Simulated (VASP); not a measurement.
# Cd on the Tm site in a supercell of TmSb, part 3 of 5

Aim: the formation energy and local structure of Cd on the Tm site in TmSb. The start is a cell from a database of measured crystal structures.

VASP 6.6.1, plane waves and PAW; the level of theory is named at each step.

Still holding for the runs below: The k-mesh is coarse for a metal.

So far. Step 2 (The host at zero pressure): The run ended after 3 ionic steps, 0.012 eV below its first step, once forces and stress met EDIFFG = -0.02. Step 3 (The supercell without the defect): The host is treated as a metal, as its relaxation found a gap under 0.3 eV or none, and only the neutral defect is run.

The database entry behind the starting cell differs from later determinations by our own check (an axis about 0.4 % long against later determinations), so it need not match the best structure at ambient conditions.

### Step 4. Reference Cd

This step: PBEsol; plane waves and PAW (Cd) (VASP 6.6.1).

System of this step: Cd. The structure is hexagonal, space group P6_3/mmc (No. 194). The conventional cell has a = 2.980 Å, b = 2.980 Å, c = 5.620 Å, α = 90.00°, β = 90.00°, γ = 120.00°. Nearest to Cd lie 12 Cd at 2.98 to 3.29 Å.

The reference for Cd is its crystal, relaxed at the cutoff of the large cell.

Contents of INCAR:

```
SYSTEM = Cd
PREC = Normal
ENCUT = 300
EDIFF = 1E-05
NELM = 120
ISMEAR = 1
SIGMA = 0.1
LREAL = Auto
ALGO = Fast
GGA = PS
NBANDS = 18
LORBIT = 11
LWAVE = .FALSE.
LCHARG = .FALSE.
KPAR = 4
IBRION = 2
NSW = 25
ISIF = 3
EDIFFG = -0.02
POTIM = 0.4
```

Contents of POSCAR:

```
Cd
1.0
    2.9800000000      0.0000000000      0.0000000000
   -1.4900000000      2.5807557033      0.0000000000
    0.0000000000      0.0000000000      5.6202800000
Cd
2
Direct
    0.0000000000      0.0000000000      0.0000000000
    0.3333333333      0.6666666667      0.5000000000
```

Contents of KPOINTS:

```
Automatic mesh
0
Gamma
10 10 5
0 0 0
```

PAW data sets: Cd (PBE family, release 64).

Command:

```
$ mpirun -np 4 vasp_std
```

The program printed:

```text
[banner, memory and clock lines left out]
running    4 mpi-ranks, on    1 nodes
 distrk:  each k-point on    1 cores,    4 groups
 distr:  one band on    1 cores,    1 groups

 POSCAR found type information on POSCAR Cd
 POSCAR found :  1 types and       2 ions
|                                                                             |
|               ----> ADVICE to this user running VASP <----                  |
|                                                                             |
|     You have a (more or less) 'small supercell' and for smaller cells       |
|     it is recommended to use the reciprocal-space projection scheme!        |
|     The real-space optimization is not efficient for small cells and it     |
|     is also less accurate ...                                               |
|     Therefore, set LREAL=.FALSE. in the INCAR file.                         |
|                                                                             |

 [... a notice as in an earlier step ...]

 LDA part: xc-table for (Slater+PW92), standard interpolation
 POSCAR, INCAR and KPOINTS ok, starting setup
 FFT: planning ... GRIDC
 FFT: planning ... GRID_SOFT
 FFT: planning ... GRID
 WAVECAR not read
 entering main loop
       N       E                     dE             d eps       ncg     rms          rms(c)
DAV:   1     0.119238481057E+03    0.11924E+03   -0.10076E+04  1584   0.872E+02
DAV:   2    -0.250216991251E+00   -0.11949E+03   -0.11676E+03  1584   0.275E+02
DAV:   3    -0.258628547777E+01   -0.23361E+01   -0.23324E+01  1756   0.439E+01
DAV:   4    -0.258921437651E+01   -0.29289E-02   -0.29288E-02  1676   0.137E+00
DAV:   5    -0.258922262951E+01   -0.82530E-05   -0.82531E-05  1660   0.742E-02    0.459E+00
RMM:   6    -0.243361192960E+01    0.15561E+00   -0.35281E-01  1512   0.543E+00    0.372E+00
RMM:   7    -0.241849895896E+01    0.15113E-01   -0.28578E-02  1512   0.118E+00    0.192E+00
RMM:   8    -0.241596850164E+01    0.25305E-02   -0.29398E-03  1512   0.713E-01    0.941E-02
RMM:   9    -0.241598637623E+01   -0.17875E-04   -0.14138E-04  1511   0.108E-01    0.273E-02
RMM:  10    -0.241599998220E+01   -0.13606E-04   -0.44440E-05  1508   0.835E-02    0.237E-02
RMM:  11    -0.241599778402E+01    0.21982E-05   -0.84151E-06   871   0.263E-02
   1 F= -.24159978E+01 E0= -.24159733E+01  d E =-.241600E+01
 curvature:   0.00 expect dE= 0.000E+00 dE for cont linesearch  0.000E+00
 trial: gam= 0.00000 g(F)=  0.000E+00 g(S)=  0.811E-02 ort = 0.000E+00 (trialstep = 0.100E+01)
 search vector abs. value=  0.811E-02
 bond charge predicted
       N       E                     dE             d eps       ncg     rms          rms(c)
DAV:   1    -0.255757437764E+01   -0.14157E+00   -0.25202E+00  1574   0.185E+01    0.254E+00
RMM:   2    -0.243095580495E+01    0.12662E+00   -0.30983E-01  1512   0.559E+00    0.763E-01
RMM:   3    -0.242298590929E+01    0.79699E-02   -0.13331E-02  1512   0.891E-01    0.600E-01
RMM:   4    -0.242106034252E+01    0.19256E-02   -0.16965E-03  1512   0.292E-01    0.475E-02
RMM:   5    -0.242106423640E+01   -0.38939E-05   -0.64421E-05  1132   0.556E-02
   2 F= -.24210642E+01 E0= -.24212311E+01  d E =-.506645E-02
[...]
3 F= -.24212627E+01 E0= -.24214702E+01  d E =-.526496E-02
[...]
4 F= -.24212985E+01 E0= -.24215057E+01  d E =-.530072E-02
[...]
5 F= -.24212955E+01 E0= -.24214994E+01  d E =-.529775E-02
[...]
6 F= -.24213006E+01 E0= -.24215064E+01  d E =-.530282E-02
[...]
7 F= -.24217695E+01 E0= -.24218981E+01  d E =-.468942E-03
 trial-energy change:   -0.000469  1 .order   -0.000568   -0.000790   -0.000346
 step:   1.8695(harm=  1.8695)  dis= 0.00000  next Energy=    -2.422003 (dE=-0.703E-03)
 bond charge predicted
       N       E                     dE             d eps       ncg     rms          rms(c)
DAV:   1    -0.242406312609E+01   -0.22956E-02   -0.96823E-02  1552   0.256E+00    0.226E-01
RMM:   2    -0.242257692403E+01    0.14862E-02   -0.65761E-04  1512   0.227E-01    0.128E-01
RMM:   3    -0.242185845335E+01    0.71847E-03   -0.77042E-04  1512   0.201E-01    0.387E-02
RMM:   4    -0.242186002442E+01   -0.15711E-05   -0.18689E-05  1023   0.412E-02
   8 F= -.24218600E+01 E0= -.24218944E+01  d E =-.559416E-03
 curvature:  -1.00 expect dE=-0.161E-04 dE for cont linesearch -0.325E-06
 trial: gam= 0.07452 g(F)=  0.528E-49 g(S)=  0.162E-04 ort =-0.162E-04 (trialstep = 0.122E+01)
 search vector abs. value=  0.182E-04
 reached required accuracy - stopping structural energy minimisation
```

It took 9.6 s on 4 MPI ranks of Intel Xeon Platinum 8259CL at 2.50GHz (Skylake/Cascade Lake), shared host; peak memory 0.48 GiB; 36 s of CPU time.

From OUTCAR (step 4):

```text
  LATTYP: Found a hexagonal cell.
 ALAT       =     2.9800000000
 C/A-ratio  =     1.8860000000

 Subroutine GETGRP returns: Found 24 space group operations
 (whereof 12 operations were pure point group operations)

The static configuration has the point symmetry D_3h.
 The point group associated with its full space group is D_6h.

 Found     42 irreducible k-points:

   k-points           NKPTS =     42   k-points in BZ     NKDIM =     42   number of bands    NBANDS=     18

   dimension x,y,z NGX =    14 NGY =   14 NGZ =   24
   dimension x,y,z NGXF=    28 NGYF=   28 NGZF=   48

   ENCUT  =  300.0 eV  22.05 Ry    4.70 a.u.   4.21  4.21  7.94*2*pi/ulx,y,z

   NELECT =      24.0000    total number of electrons

 E-fermi :   2.8487

 k-point     1 :       0.0000    0.0000    0.0000
  band No.  band energies     occupation
    ...
      9      -5.7279      2.00000
     10      -5.4388      2.00000
     11      -5.4388      2.00000
     12      -0.1604      2.00000
     13       0.1170      2.00000
     14      14.0621      0.00000
     15      17.3844      0.00000
     16      17.8128      0.00000
     17      17.8128      0.00000
     18      18.4766      0.00000

 k-point     2 :       0.1000    0.0000    0.0000
  band No.  band energies     occupation
    ...
      9      -5.7621      2.00000
     10      -5.5733      2.00000
     11      -5.4358      2.00000
     12       0.2415      2.00000
     13       0.2592      2.00000
     14      14.3922      0.00000
     15      14.5728      0.00000
     16      16.2109      0.00000
     17      17.0196      0.00000
     18      18.3352      0.00000

  Total       -0.0177923     -0.0177923     -0.0143058      0.0000000      0.0000000      0.0000000
  in kB       -0.6764126     -0.6764126     -0.5438656      0.0000000      0.0000000      0.0000000
  external PRESSURE =      -0.6322302 kB  Pullay stress =       0.0000000 kB

  energy-cutoff  :      300.00
  volume of cell :       42.14
      direct lattice vectors                 reciprocal lattice vectors
     2.970241383 -0.000000000 -0.000000000     0.336672974  0.194378232 -0.000000000
    -1.485120691  2.572304493  0.000000000     0.000000000  0.388756464  0.000000000
     0.000000000 -0.000000000  5.515915072     0.000000000  0.000000000  0.181293582

 POSITION                                       TOTAL-FORCE (eV/Angst)
 -----------------------------------------------------------------------------------
     -0.00000      0.00000      0.00000        -0.000000      0.000000      0.000000
     -0.00000      1.71487      2.75796         0.000000     -0.000000     -0.000000
 -----------------------------------------------------------------------------------
    total drift:                               -0.000002      0.000001     -0.000000

  FREE ENERGIE OF THE ION-ELECTRON SYSTEM (eV)
  ---------------------------------------------------
  free  energy   TOTEN  =        -2.4218600244 eV

  energy  without entropy=       -2.4219630790  energy(sigma->0) =       -2.42189438

 total charge
# of ion       s       p       d       tot
------------------------------------------
    1        0.526   0.322   9.454  10.302
    2        0.526   0.322   9.454  10.302
--------------------------------------------------
tot          1.053   0.643  18.908  20.604

[... 1 part as in an earlier step ...]

[... 7 further parts left out ...]
```

CONTCAR:

```
Cd
   1.00000000000000
     2.9702413829612819   -0.0000000000000000   -0.0000000000000000
    -1.4851206914806410    2.5723044930384433    0.0000000000000000
     0.0000000000000000   -0.0000000000000000    5.5159150724198485
  Cd
     2
Direct
     0.0000000000000000    0.0000000000000000    0.0000000000000000
     0.3333333332999970    0.6666666667000030    0.5000000000000000
```

The run keeps the 24 symmetry operations of its start, so it cannot find a distortion of lower symmetry.

The steps of the relaxation:

| step | energy less that of the first step (eV) | largest force (eV/Å) | pressure (GPa) | volume (Å³) |
| --- | --- | --- | --- | --- |
| 1 | 0.0000 | 0.0000 | -1.31 | 43.22 |
| 2 | -0.0051 | 0.0000 | -0.26 | 42.35 |
| 3 | -0.0053 | 0.0000 | 0.23 | 42.02 |
| 4 | -0.0053 | 0.0000 | 0.18 | 42.09 |
| 5 | -0.0053 | 0.0000 | 0.10 | 42.14 |
| 6 | -0.0053 | 0.0000 | 0.11 | 42.12 |
| 7 | -0.0058 | 0.0000 | 0.02 | 42.13 |
| 8 | -0.0059 | 0.0000 | -0.06 | 42.14 |

| conventional cell, symmetrised | before | after | change |
| --- | --- | --- | --- |
| a (Å) | 2.980 | 2.970 | -0.3 % |
| b (Å) | 2.980 | 2.970 | -0.3 % |
| c (Å) | 5.620 | 5.516 | -1.9 % |
| volume (Å³/atom) | 21.61 | 21.07 | -2.5 % |

The relaxed structure:

```xyz
2
Lattice="2.9702 0.0000 0.0000 -1.4851 2.5723 0.0000 0.0000 0.0000 5.5159" Properties=species:S:1:pos:R:3 pbc="T T T"
Cd    0.0000    0.0000    0.0000
Cd    0.0000    1.7149    2.7580
```

Numbers from this step:

| Quantity | Value |
| --- | --- |
| electronic cycles | 42 |
| electrons | 24 |
| free energy (TOTEN) | -2.422 eV |
| Fermi energy | 2.849 eV |

The run ended after 8 ionic steps, 0.006 eV below its first step, once forces and stress met EDIFFG = -0.02.

The edges of the cell as typed change unequally, by -1.9 to -0.3 %. In a metal that hangs on the k mesh, which was not refined here; the energy is less touched by it than the shape.

Energy at zero smearing: -2.42189 eV.

### Step 5. Reference Tm

This step: PBEsol, 4f electrons in the core; plane waves and PAW (Tm_3) (VASP 6.6.1).

System of this step: Tm. It takes space group P6_3/mmc (No. 194, hexagonal). Conventional cell: a = 3.540 Å, b = 3.540 Å, c = 5.558 Å, α = 90.00°, β = 90.00°, γ = 120.00°. Nearest to Tm lie 12 Tm at 3.45 to 3.54 Å.

The reference for Tm is its crystal, relaxed at the cutoff of the large cell.

Changes to INCAR since step 4:

```diff
@@ -1,2 +1,2 @@
-SYSTEM = Cd
+SYSTEM = Tm
 PREC = Normal
@@ -10,3 +10,3 @@
 GGA = PS
-NBANDS = 18
+NBANDS = 15
 LORBIT = 11
```

Contents of POSCAR:

```
Tm
1.0
    3.5400000000      0.0000000000      0.0000000000
   -1.7700000000      3.0657299294      0.0000000000
    0.0000000000      0.0000000000      5.5578000000
Tm
2
Direct
    0.0000000000      0.0000000000      0.0000000000
    0.3333333333      0.6666666667      0.5000000000
```

Contents of KPOINTS:

```
Automatic mesh
0
Gamma
9 9 5
0 0 0
```

PAW data sets: Tm_3 (PBE family, release 64).

Command:

```
$ mpirun -np 4 vasp_std
```

The program printed:

```text
[banner, memory and clock lines left out]
running    4 mpi-ranks, on    1 nodes
 distrk:  each k-point on    1 cores,    4 groups
 distr:  one band on    1 cores,    1 groups

 POSCAR found type information on POSCAR Tm
 POSCAR found :  1 types and       2 ions
 [... a notice as in an earlier step ...]

 [... a notice as in an earlier step ...]

 LDA part: xc-table for (Slater+PW92), standard interpolation
 POSCAR, INCAR and KPOINTS ok, starting setup
 FFT: planning ... GRIDC
 FFT: planning ... GRID_SOFT
 FFT: planning ... GRID
 WAVECAR not read
 entering main loop
       N       E                     dE             d eps       ncg     rms          rms(c)
DAV:   1     0.433943918629E+02    0.43394E+02   -0.63419E+03  1176   0.772E+02
DAV:   2    -0.704758768394E+01   -0.50442E+02   -0.49123E+02  1136   0.273E+02
DAV:   3    -0.973211944073E+01   -0.26845E+01   -0.24988E+01  1779   0.421E+01
DAV:   4    -0.977162104459E+01   -0.39502E-01   -0.39417E-01  1553   0.491E+00
DAV:   5    -0.977288691161E+01   -0.12659E-02   -0.12656E-02  1685   0.727E-01    0.236E+01
RMM:   6    -0.976287716613E+01    0.10010E-01   -0.22606E-02  1103   0.165E+00    0.140E+01
RMM:   7    -0.977366604464E+01   -0.10789E-01   -0.10438E-01  1233   0.249E+00    0.393E-01
RMM:   8    -0.977351577838E+01    0.15027E-03   -0.78399E-03  1370   0.783E-01    0.133E-01
RMM:   9    -0.977331821567E+01    0.19756E-03   -0.10324E-03  1308   0.306E-01    0.297E-02
RMM:  10    -0.977332795895E+01   -0.97433E-05   -0.28574E-04  1307   0.149E-01    0.122E-02
RMM:  11    -0.977332933333E+01   -0.13744E-05   -0.26912E-05   868   0.510E-02
   1 F= -.97733293E+01 E0= -.97734155E+01  d E =-.977333E+01
 curvature:   0.00 expect dE= 0.000E+00 dE for cont linesearch  0.000E+00
 trial: gam= 0.00000 g(F)=  0.311E-46 g(S)=  0.398E-01 ort = 0.000E+00 (trialstep = 0.100E+01)
 search vector abs. value=  0.398E-01
 bond charge predicted
       N       E                     dE             d eps       ncg     rms          rms(c)
DAV:   1    -0.992899009450E+01   -0.15566E+00   -0.27904E+00  1132   0.175E+01    0.245E+00
RMM:   2    -0.983230349287E+01    0.96687E-01   -0.18876E-01  1113   0.511E+00    0.116E+00
RMM:   3    -0.978964748450E+01    0.42656E-01   -0.17369E-01  1205   0.369E+00    0.411E-01
RMM:   4    -0.979357985201E+01   -0.39324E-02   -0.40582E-02  1351   0.172E+00    0.107E-01
RMM:   5    -0.979425286626E+01   -0.67301E-03   -0.55019E-03  1370   0.542E-01    0.483E-02
RMM:   6    -0.979438190131E+01   -0.12904E-03   -0.88591E-04  1343   0.270E-01    0.199E-02
RMM:   7    -0.979439705339E+01   -0.15152E-04   -0.15961E-04  1044   0.920E-02    0.854E-03
RMM:   8    -0.979439831243E+01   -0.12590E-05   -0.23840E-05   834   0.524E-02
   2 F= -.97943983E+01 E0= -.97948096E+01  d E =-.210690E-01
[...]
3 F= -.97944174E+01 E0= -.97948299E+01  d E =-.210881E-01
 curvature:  -0.51 expect dE=-0.465E-04 dE for cont linesearch -0.117E-05
 ZBRENT: accuracy reached
 trial: gam=-0.00531 g(F)=  0.122E-45 g(S)=  0.911E-04 ort = 0.303E-03 (trialstep = 0.101E+01)
 search vector abs. value=  0.890E-04
 bond charge predicted
       N       E                     dE             d eps       ncg     rms          rms(c)
DAV:   1    -0.979459369641E+01   -0.18038E-03   -0.47723E-03  1423   0.484E-01    0.559E-02
RMM:   2    -0.979451697962E+01    0.76717E-04   -0.14313E-04  1215   0.155E-01    0.298E-02
RMM:   3    -0.979448069617E+01    0.36283E-04   -0.70959E-05  1136   0.692E-02    0.126E-02
RMM:   4    -0.979448122447E+01   -0.52830E-06   -0.12905E-05   737   0.396E-02
   4 F= -.97944812E+01 E0= -.97948566E+01  d E =-.638367E-04
 trial-energy change:   -0.000064  1 .order   -0.000064   -0.000090   -0.000038
 step:   1.7397(harm=  1.7397)  dis= 0.00000  next Energy=    -9.794495 (dE=-0.778E-04)
 reached required accuracy - stopping structural energy minimisation
```

It took 6.8 s on 4 MPI ranks; peak memory 0.5 GiB; 25 s of CPU time.

Parts of OUTCAR (step 5):

```text
   k-points           NKPTS =     36   k-points in BZ     NKDIM =     36   number of bands    NBANDS=     15

   ENCUT  =  300.0 eV  22.05 Ry    4.70 a.u.   5.00  5.00  7.85*2*pi/ulx,y,z

   NELECT =      18.0000    total number of electrons

 E-fermi :   2.9694

 k-point     1 :       0.0000    0.0000    0.0000
  band No.  band energies     occupation
    ...
      4     -21.9056      2.00000
      5     -21.9056      2.00000
      6     -21.8611      2.00000
      7      -2.8146      2.00000
      8       0.5899      2.00000
      9       4.1098     -0.00000
     10       5.0406      0.00000
     11       5.0406      0.00000
     12       5.4991      0.00000
     13       5.8168      0.00000
    ...

  Total        0.0104359      0.0104359     -0.0254787      0.0000000      0.0000000      0.0000000
  in kB        0.2910561      0.2910561     -0.7105977      0.0000000      0.0000000      0.0000000
  external PRESSURE =      -0.0428285 kB  Pullay stress =       0.0000000 kB

 POSITION                                       TOTAL-FORCE (eV/Angst)
 -----------------------------------------------------------------------------------
      0.00000     -0.00000      5.44146         0.000000      0.000000     -0.000000
     -0.00000      2.01581      2.72073        -0.000000     -0.000000      0.000000
 -----------------------------------------------------------------------------------
    total drift:                               -0.000000      0.000000     -0.000000

  FREE ENERGIE OF THE ION-ELECTRON SYSTEM (eV)
  ---------------------------------------------------
  free  energy   TOTEN  =        -9.7944812245 eV

  energy  without entropy=       -9.7956072686  energy(sigma->0) =       -9.79485657

[... 3 parts as in an earlier step ...]

[... 13 further parts left out ...]
```

The steps of the relaxation:

| step | energy less that of the first step (eV) | largest force (eV/Å) | pressure (GPa) | volume (Å³) |
| --- | --- | --- | --- | --- |
| 1 | 0.0000 | 0.0000 | -2.17 | 60.32 |
| 2 | -0.0211 | 0.0000 | -0.05 | 57.50 |
| 3 | -0.0211 | 0.0000 | 0.00 | 57.43 |
| 4 | -0.0212 | 0.0000 | 0.00 | 57.45 |

| conventional cell, symmetrised | before | after | change |
| --- | --- | --- | --- |
| a (Å) | 3.540 | 3.491 | -1.4 % |
| b (Å) | 3.540 | 3.491 | -1.4 % |
| c (Å) | 5.558 | 5.441 | -2.1 % |
| volume (Å³/atom) | 30.16 | 28.72 | -4.8 % |

Final coordinates:

```xyz
2
Lattice="3.4915 0.0000 0.0000 -1.7457 3.0237 0.0000 0.0000 0.0000 5.4415" Properties=species:S:1:pos:R:3 pbc="T T T"
Tm    0.0000    0.0000    0.0000
Tm    0.0000    2.0158    2.7207
```

Numbers from this step:

| Quantity | Value |
| --- | --- |
| electronic cycles | 27 |
| electrons | 18 |
| free energy (TOTEN) | -9.794 eV |
| energy at zero smearing | -9.795 eV |
| Fermi energy | 2.969 eV |

The run ended after 4 ionic steps, 0.021 eV below its first step, once forces and stress met EDIFFG = -0.02.

Energy at zero smearing: -9.79486 eV.

(Part 3 of 5 ends here.)

[Lines on the potential files, build, host, timing and source positions are cut from VASP's logs without a mark.]

[Logs are printed without paths, hosts, clocks, repeated set-up lines and the standing remarks that a program may print on its own settings, such as how far it seeks lower states.]

[Hosts, paths, dates, database ids (printed as entryN), source tags and the programs' standing remarks are cut or masked in the printed files.]

[In band tables of VASP the shares of atoms and orbitals are scaled to a sum of 1 inside the atoms' spheres.]

[Runs that stopped without an error message from VASP are left out.]
